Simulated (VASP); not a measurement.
A VASP calculation is set up with these files.

KPOINTS:
```
Automatic mesh
0
Gamma
5 5 5
0 0 0
```

**POSCAR**
```
PbF2
1
    0.0000000000     2.9700000000     2.9700000000
    2.9700000000     0.0000000000     2.9700000000
    2.9700000000     2.9700000000     0.0000000000
Pb F
1 2
Direct
  0.0000000000   0.0000000000   0.0000000000
  0.2500000000   0.2500000000   0.2500000000
  0.7500000000   0.7500000000   0.7500000000
```

INCAR:
```
SYSTEM = PbF2
PREC = Accurate
ENCUT = 520
EDIFF = 1E-6
NELM = 100
ALGO = Normal
LREAL = .FALSE.
LASPH = .TRUE.
ISMEAR = 0
SIGMA = 0.05
GGA = PE
LMAXMIX = 4
LWAVE = .FALSE.
LCHARG = .FALSE.
ISIF = 2
```

POTCAR, in this order: Pb_d F (PBE.64 set). Program: vasp_gam.

**Question.** Does this input run properly? What does VASP do?

**Answer.** There is a fault: the Γ-only program was given a k-mesh. VASP stops with an error: You are using the Gamma-point-only version with more than one k-point or some other non-Gamma k-point. ----> I REFUSE TO CONTINUE WITH THIS SICK JOB ... BYE!!! <----…

File standard output:
```
 POSCAR found type information on POSCAR PbF
 POSCAR found :  2 types and       3 ions
 Reading from existing POTCAR
 Reading from existing POTCAR
 LDA part: xc-table for (Slater+PW92), standard interpolation

 -----------------------------------------------------------------------------
|                                                                             |
|     EEEEEEE  RRRRRR   RRRRRR   OOOOOOO  RRRRRR      ###     ###     ###     |
|     E        R     R  R     R  O     O  R     R     ###     ###     ###     |
|     E        R     R  R     R  O     O  R     R     ###     ###     ###     |
|     EEEEE    RRRRRR   RRRRRR   O     O  RRRRRR       #       #       #      |
|     E        R   R    R   R    O     O  R   R                               |
|     E        R    R   R    R   O     O  R    R      ###     ###     ###     |
|     EEEEEEE  R     R  R     R  OOOOOOO  R     R     ###     ###     ###     |
|                                                                             |
|     You are using the Gamma-point-only version with more than one           |
|     k-point or some other non-Gamma k-point.                                |
|                                                                             |
|       ---->  I REFUSE TO CONTINUE WITH THIS SICK JOB ... BYE!!! <----       |
|                                                                             |
 -----------------------------------------------------------------------------
```

To mend it, run vasp_std.

The mended run (PBE GGA, plane waves, VASP's PBE PAW potentials (set 64)) converges, and its OSZICAR ends with
```
   1 F= -.14339228E+02 E0= -.14339228E+02  d E =-.521409E-17
```

The compound is PbF2 in the fluorite structure, the β form. The cell was not relaxed at this level.
